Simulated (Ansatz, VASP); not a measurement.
# Si2W in two plane-wave programs, part 2 of 2

Aim: how closely do two programs agree when they are given the same cell, functional and k mesh? The cell is taken from a series of runs on this material, whose earlier steps may have relaxed, scaled, displaced or heated it; both programs get it as it stands.

VASP 6.6.1 and Ansatz 0.2.0.

So far: The structure; VASP: zone-centre phonons, PBEsol.

**3. Ansatz: zone-centre phonons, PBEsol**

Level of this step: Ansatz beside VASP: Kohn-Sham DFT, plane waves, PBEsol (Ansatz).

Ansatz runs on its PAW soft_1 files.

The same cell, functional, mesh and smearing now go to Ansatz, which takes its cutoff from its data sets.

File input.yaml:

```yaml
crystal:
  lattice:
    - [-1.63503995, 1.63503995, 3.9740895581]
    - [1.63503995, -1.63503995, 3.9740895581]
    - [1.63503995, 1.63503995, -3.9740895581]
  atoms:
    - { symbol: Si, position: [0.3355374406, 0.3355374406, 0.0] }
    - { symbol: Si, position: [0.6644625594, 0.6644625594, 0.0] }
    - { symbol: W, position: [0.0, 0.0, 0.0] }
kpoints:
  mp_grid: { grid: [20, 20, 20] }
hamiltonian:
  xc: pbesol
  pseudopotentials: { kind: paw, azcp: { folder: soft_1 }, xc_functional: pbe }
scf:
  occupations: { method: methfessel_paxton, width: 0.2 }
output:
  eigenvalues: true
phonons:
  method: dfpt
```

Command:

```console
ansatz run input.yaml --threads 4 --pin off --max-ram 10240MiB --backend cpu --events-out ev --progress --plain --runs-dir out
```

Numbers of over 12 decimals in the logs are rounded to 6 here.

What it wrote:

```text
zone centre: on kpoints.mp_grid the ground state, and the responses unless they are solved on pairs of k-points, stand on 1166 of the mesh's 8000 k-points, reduced under 4 symmetry operations, with k and −k counted as one. Each operation leaves every solved displacement unchanged or reverses it
Engine: ansatz 0.2.0, x86_64-unknown-linux-gnu
Pseudopotentials: kind: paw
Pseudopotential: Si, paw, valence charge 4, recommended cutoff 420 eV (normal), soft_1/Si.paw.azcp
Pseudopotential: W, paw, valence charge 14, recommended cutoff 420 eV (normal), soft_1/W.paw.azcp
Functional definition: PBEsol
  exchange = pbesol_x
  correlation = pbesol_c
Crystal: 3 atoms, lattice volume = 42.497 Å³
Basis set: ecut = 420 eV, 849 PW (Γ), exchange–correlation on 64×64×64 points (8 copies of the dense FFT grid, shifted against one another)
Bands: 15, of which v1, the nominal top of the filled ones, is band 11 counted from 1 (10 counted from 0)
Symmetry: 16 space group operations
k-points: 1166 of 8000 (irreducible under 4 space group operations, time reversal used)
Non-local potential: Si, projectors of the file, l = 0: 2, l = 1: 2, l = 2: 1
Non-local potential: W, projectors of the file, l = 0: 3, l = 1: 2, l = 2: 2, l = 3: 1
PAW form: soft (Blöchl's): semilocal exchange-correlation on the pseudo side does not see the compensation charge
PAW frozen core: Si, regenerated for the run's functional, and the local potential with it (the file was generated under x = pbe(κ = 0.804, μ = 0.219515), c = pbe(β = 0.066725))
PAW frozen core: W, regenerated for the run's functional, and the local potential with it (the file was generated under x = pbe(κ = 0.804, μ = 0.219515), c = pbe(β = 0.066725))
PAW one-centre angular grid: Si, 110 points (default); XC on 64 Gauss nodes
PAW one-centre angular grid: W, 590 points (default); XC on 64 Gauss nodes
Initial density: superposition of atomic densities (chi_scale 0.1, normalization cell, long waves kept (reshape's long-wave potential 0.00 eV rms))
Initial wavefunctions: pseudopotential atomic-orbital guess
Functional: x = pbesol(κ = 0.804, μ = 0.123457), c = pbesol(β = 0.046)
SCF iter   1: F=—  HF=-11502.173688 eV  |F-HF|=—  |Δ(HF+E_count)|=         —  Δρ=4.96e-2  dr2=1.13e0  ethr=3.10e-3  ⟨swp⟩=5.2  Hψ=100736  notcnv=0
preconditioner: auto → Kerker (q_TF=auto, 2.445 Å⁻¹)  [metal: Δε(μ)=0.011 eV  Ē_g=7.952 eV  σ=0.200 eV  W_gap=0.05  n_scr=10 (ndim 8)  ℏωp=21.3 eV  f_vac=0.000  D(μ)=0.33/eV (n_scr^D=0)]
SCF iter   2: F=—  HF=-11501.898722 eV  |F-HF|=—  |Δ(HF+E_count)|=   2.75e-1  S|Δr|=    0.00e0  Δρ=2.56e-2  dr2=2.22e-1  ethr=3.10e-3  ⟨swp⟩=2.5  Hψ=34524  notcnv=0
SCF iter   3: F=—  HF=-11501.823574 eV  |F-HF|=—  |Δ(HF+E_count)|=   7.51e-2  S|Δr|=    0.00e0  Δρ=7.24e-3  dr2=1.85e-2  ethr=1.01e-3  ⟨swp⟩=2.8  Hψ=30987  notcnv=0
SCF iter   4: F=—  HF=-11501.816879 eV  |F-HF|=—  |Δ(HF+E_count)|=   6.70e-3  S|Δr|=    0.00e0  Δρ=5.51e-4  dr2=7.21e-5  ethr=8.42e-5  ⟨swp⟩=2.6  Hψ=25640  notcnv=0
SCF iter   5: F=—  HF=-11501.816857 eV  |F-HF|=—  |Δ(HF+E_count)|=   2.13e-5  S|Δr|=    0.00e0  Δρ=7.22e-5  dr2=2.10e-6  ethr=3.28e-7  ⟨swp⟩=2.1  Hψ=26960  notcnv=0
SCF iter   6: F=—  HF=-11501.816857 eV  |F-HF|=—  |Δ(HF+E_count)|=   5.50e-7  S|Δr|=    0.00e0  Δρ=1.42e-5  dr2=9.06e-8  ethr=9.56e-9  ⟨swp⟩=2.5  Hψ=25738  notcnv=0
SCF iter   7: F=—  HF=-11501.816857 eV  |F-HF|=—  |Δ(HF+E_count)|=   1.22e-8  S|Δr|=    0.00e0  Δρ=2.13e-6  dr2=3.28e-9  ethr=4.12e-10  ⟨swp⟩=2.2  Hψ=25398  notcnv=0
SCF iter   8: F=—  HF=-11501.816857 eV  |F-HF|=—  |Δ(HF+E_count)|=  7.37e-10  S|Δr|=    0.00e0  Δρ=3.10e-7  dr2=4.35e-11  ethr=1.49e-11  ⟨swp⟩=2.1  Hψ=24267  notcnv=0
SCF iter   9: F=-11501.816857 eV  HF=-11501.816857 eV  |F-HF|=5.46e-12  |Δ(HF+E_count)|=  1.82e-11  S|Δr|=    0.00e0  Δρ=3.42e-8  dr2=4.05e-13  ethr=1.00e-12  ⟨swp⟩=5.0  Hψ=69800  notcnv=0
SCF 1 converged in 9 iterations: F = -11501.816857 eV  dr2 = 4.05e-13
  greatest PAW one-centre occupation: 0.999 electrons in one spin orbital (limit 2), on the W atom at site 2 (counted from 0), in its partial waves of l = 0
DFPT response loops at Γ: preconditioner auto → Kerker (q_TF=auto, 2.445 Å⁻¹) (partly filled bands, converged f_vac=0.000); β = 1.00, the filter's whole step (`scf.mixing.beta` (0.50) is not read by the response loops under this deck's `scf.mixing.preconditioner`; to damp them name `kerker` or `kerker_dos`, under which they read `scf.mixing.beta`, and type it under 1.00, their step now; both keys bind the ground state too); Broyden in place of MSR1
SCF converged after 9 iterations
Stability not checked: this state was not tested for a lower state beside it, because cold or Methfessel-Paxton smearing, or corrected tetrahedra, fill the levels in a way that the test cannot read (fill_not_monotonic; see scf.lower_state_search)
Free energy (F): -11501.816857 eV
Harris-Foulkes:  -11501.816857 eV  (|F-HF|=5.46e-12)
Internal energy: -11501.818640 eV  (E = F + TS)
E sigma→0 (E₀):  -11501.817303 eV
Entropy (-TS):   0.001784 eV (0.595 meV/atom)
Fermi energy:    15.589773 eV
--- Per-component energies (eV) ---
  E_band       = -102.804260
  E_kinetic    = 508.046414
  E_local      = -921.657673  (includes V_loc(G=0)·N_el)
  E_nonlocal   = 20.562135
  E_hartree    = 393.845738
  E_xc         = -380.555364
  E_vxc        = -330.571575  (∫ρ·V_xc dr)
  E_paw        = -9446.196514  (= ΣΔE_a)
  E_vpaw       = -166.875259  (= ΣTr[D̂ρ^β])
  E_aug_tail   = 0.000223  (compensation charges beyond the density's cutoff)
  E_ewald      = -1676.148579
  E_core_change = 0.284979  (= ΣΔE_core)
  E_smearing   = 0.001784  (= −TS)
  E_closure    = 0.000000  (closes the sum)
  Σ components = -11501.816857   (vs F -11501.816857, Δ=0.00e0)
--- Band table (eV; the first three rows and the last of 1166) ---
  k-point 0: bands = [... 7 lower, 12.4866, 12.9270, 12.9270, 16.1600, 18.1073, 18.5114, 18.5114, 18.7381]
  k-point 1: bands = [... 7 lower, 12.5001, 12.7294, 13.2071, 15.7574, 17.9781, 18.5691, 18.5708, 18.9548]
  k-point 2: bands = [... 7 lower, 12.2357, 12.5439, 13.6610, 14.8402, 17.7622, 18.7157, 18.7236, 19.3994]
  k-point 1165: bands = [... 7 lower, 13.1953, 14.8042, 14.8042, 15.1437, 15.1437, 16.3185, 19.9258, 19.9866]
--- Phonons (Γ-DFPT): 4 representative perturbations + reference, on 1166 of 8000 k-points (Σ response iterations 12) ---
  k mesh reduced under 4 symmetry operations, with k and −k counted as one. Each operation leaves every solved displacement unchanged or reverses it
  ASR residual: 1.863e-5 → 0.000e0 eV/Å²; symmetrization residual: 1.644e-6 eV/Å²
  ASR residual per site (eV/Å²): 1.12e-5 1.12e-5 1.86e-5
  Γ frequencies (cm⁻¹): 0.00 0.00 0.00 230.28 230.28 269.24 303.40 303.40 415.83
  non-analytic LO–TO correction: not included (Born effective charges unavailable; polar crystals: no LO–TO splitting at Γ)
```

The column dr2 measures how far the density is from self-consistency, as an energy; F and HF (Harris–Foulkes) agree once it is small.

**4. Comparison**

Known differences besides the potentials themselves: the data sets hold 22 valence electrons in Ansatz (on its PAW soft_1 files) and 14 in VASP; the cutoff is 420 eV in Ansatz and 600 eV in VASP; Ansatz makes its cores anew for this functional, VASP keeps those of its PBE data sets. Total energies have different zeros and are not compared.

The two programs side by side:

```
                  quantity  Ansatz   VASP  difference
optical mode 1 to 2 (cm⁻¹)   230.3  231.6     -0.55 %
     optical mode 3 (cm⁻¹)   269.2  270.2     -0.35 %
optical mode 4 to 5 (cm⁻¹)   303.4  305.0     -0.52 %
     optical mode 6 (cm⁻¹)   415.8  418.0     -0.52 %
```

Modes are paired by rising frequency, not by their patterns, so a pair may set unlike modes beside each other; they are those without the splitting of longitudinal modes.

**5. Summary of results**

```json
{"r.m.s. difference of the optical zone-centre modes, each program's sorted by frequency (zone-centre phonons, PBEsol)": "1.5 cm⁻¹", "difference in optical mode 1 to 2 (zone-centre phonons, PBEsol)": "-0.6 %"}
```

**Reading.** The r.m.s. difference of the optical zone-centre modes, each program's sorted by frequency is 1.5 cm⁻¹ (zone-centre phonons, PBEsol). The data sets hold unlike numbers of valence electrons (22 in Ansatz and 14 in VASP), so part of the differences comes from the potentials. Among the rows given in per cent, the largest difference of the zone-centre phonons, PBEsol pair is in optical mode 1 to 2, -0.6 %. How closely two codes agree says nothing of how well the functional describes the real material.

[Lines on the potential files, build, host, timing and source positions are cut from VASP's logs without a mark.]

[Logs are printed without paths, hosts, clocks, repeated set-up lines and the standing remarks that a program may print on its own settings, such as how far it seeks lower states.]

[Hosts, paths, dates, database ids (printed as entryN), source tags and the programs' standing remarks are cut or masked in the printed files.]
